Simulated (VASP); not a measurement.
MgZn3S4 (space group Pm): computed properties

The numbers are results of r2SCAN meta-GGA, VASP's PBE PAW potentials (set 64) (plane waves; VASP), not measurements.

```
Property                                                                                                           Value
---------------------------------------------  -------------------------------------------------------------------------
space group                                                                                                       Pm (6)
cell                                           a = 6.301 Å, b = 3.850 Å, c = 6.681 Å, α = 90.00°, β = 90.05°, γ = 90.00°
volume per atom                                                                                            20.26 Å³/atom
band gap (over mesh and band path)                                                                               2.97 eV
smallest direct gap (over mesh and band path)                                                                    2.97 eV
band-edge character                                                                                       direct, Γ to Γ
density                                                                                                       3.57 g/cm³
```

```cif
data_MgS4Zn3
_chemical_formula_sum 'Mg1 Zn3 S4'
_space_group_name_H-M_alt 'Pm'
_space_group_IT_number 6
_space_group_name_Hall 'P -2y'
_cell_length_a 6.30071
_cell_length_b 3.85042
_cell_length_c 6.68108
_cell_angle_alpha 90.000
_cell_angle_beta 90.047
_cell_angle_gamma 90.000
loop_
_atom_site_label
_atom_site_type_symbol
_atom_site_symmetry_multiplicity
_atom_site_Wyckoff_symbol
_atom_site_fract_x
_atom_site_fract_y
_atom_site_fract_z
_atom_site_occupancy
Mg1 Mg 1 a 0.50070 0.00000 0.66652 1
Zn1 Zn 1 b 0.49884 0.50000 0.16684 1
Zn2 Zn 1 b 0.99927 0.50000 0.83654 1
Zn3 Zn 1 a 0.99868 0.00000 0.32978 1
S1 S 1 a 0.11358 0.00000 0.66542 1
S2 S 1 b 0.12718 0.50000 0.16737 1
S3 S 1 b 0.63019 0.50000 0.84303 1
S4 S 1 a 0.62765 0.00000 0.32441 1
```

The structure comes from a computed database's MgZn3S4 entry (Pm); how it stands against other phases isn't given here. It was relaxed first. Symmetry was kept, so distortions that lower it aren't found.
